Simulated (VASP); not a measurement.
# Be3Se2S: relaxation of cell and atoms with PBE

The system is Be3Se2S.

```
Be Se S
1.0
    -1.79744    1.79744    7.60851
     1.79744   -1.79744    7.60851
     1.79744    1.79744   -7.60851
Be Se S
3 2 1
Cartesian
  0.0000 1.7974 3.8043
  1.7974 0.0000 1.1753
  1.7974 0.0000 6.4332
  0.0000 0.0000 10.1021
  1.7974 1.7974 -2.4936
  0.0000 0.0000 0.0000
```

The cell was built by a generator and needn't be a form met in nature.

- Program: VASP 6.6.1
- Task: relaxation of cell and atoms
- Functional: PBE
- Potentials or basis: VASP PAW PBE potentials, release 64 (Be, Se, S)
- Cutoff: 520 eV
- k mesh: 10 × 10 × 10
- Occupations: gaussian, width 0.03 eV
- Spin: no spin polarisation
- Further INCAR settings: ALGO = Normal; EDIFF = 1e-07; IBRION = 2; POTIM = 0.3; EDIFFG = -0.005; NSW = 60; ISIF = 3

```
Energy gained by relaxing : 0.0 meV/atom
Ionic steps               : 3
Pressure after relaxing   : 0.0 GPa
Band gap on the k mesh    : 2.72 eV, indirect (least direct gap 3.13 eV)
```

Final structure:
```
Be Se S
1.0
    -1.79665    1.79665    7.61594
     1.79665   -1.79665    7.61594
     1.79665    1.79665   -7.61594
Be Se S
3 2 1
Cartesian
  0.0000 1.7967 3.8080
  1.7967 0.0000 1.1759
  1.7967 0.0000 6.4401
  0.0000 0.0000 10.1116
  0.0000 0.0000 5.1203
  0.0000 0.0000 0.0000
```

Levels at points of the mesh, in eV from the valence-band top:
```tsv
k point	band 9	band 10	band 11	band 12	band 13	band 14	band 15	band 16
(0.00, 0.00, 0.00)	-1.88	-0.10	0.00	0.00	3.19	3.49	4.62	4.80
(0.50, 0.00, 0.00)	-1.87	-1.12	-0.83	-0.77	4.47	5.04	5.44	6.05
(0.50, 0.50, 0.00)	-3.30	-3.10	-2.65	-2.60	2.72	4.36	4.67	4.76
(0.50, 0.50, 0.50)	-1.18	-1.18	-0.69	-0.69	2.72	4.16	4.40	4.64
```

Run time: 3.6 min on 4 MPI ranks on Intel(R) Xeon(R) Platinum 8488C (Sapphire Rapids), with other jobs on the host, peak memory 0.63 GiB a rank.

A k mesh can miss the band edges. A hybrid or GW would open this gap; PBE tends to underestimate it.
